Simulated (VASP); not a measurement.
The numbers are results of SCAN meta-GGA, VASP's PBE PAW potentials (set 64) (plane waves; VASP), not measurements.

A VASP calculation is set up with these files.

File POSCAR:
```
KZnF3
1
    4.0332258179     0.0000000000     0.0000000000
    0.0000000000     4.0332258179     0.0000000000
    0.0000000000     0.0000000000     4.0332258179
K Zn F
1 1 3
Direct
  0.0000000000   0.0000000000   0.0000000000
  0.5000000000   0.5000000000   0.5000000000
  0.5000000000   0.0000000000   0.5000000000
  0.0000000000   0.5000000000   0.5000000000
  0.5000000000   0.5000000000   0.0000000000
```

KPOINTS:
```
Automatic mesh
0
Gamma
6 6 6
0 0 0
```

### INCAR
```
# general
SYSTEM  = KZnF3
PREC    = Accurate
ENCUT   = 520
LREAL   = .FALSE.
LASPH   = .TRUE.

# electronic loop
EDIFF   = 1E-7
NELM    = 100
ALGO    = Normal
LMAXMIX = 4
LMIXTAU = .TRUE.

# smearing
ISMEAR  = 0
SIGMA   = 0.05

# functional
METAGGA = SCAN

# ions
ISIF    = 2

# output
LWAVE   = .FALSE.
LCHARG  = .FALSE.
```

POTCAR, in this order: K_sv Zn F (PBE.64 set). Program: vasp_std.

What will the output report for the number of irreducible k-points (NKPTS), largest plane-wave count, number of space-group operations, FFT grid (NGX, NGY, NGZ)?

```
Property                                      Result
--------------------------------------  ------------
number of irreducible k-points (NKPTS)            20
largest plane-wave count                        1791
number of space-group operations                  48
FFT grid (NGX, NGY, NGZ)                30 × 30 × 30
```

The compound is KZnF3 in the cubic perovskite structure. It was relaxed first.
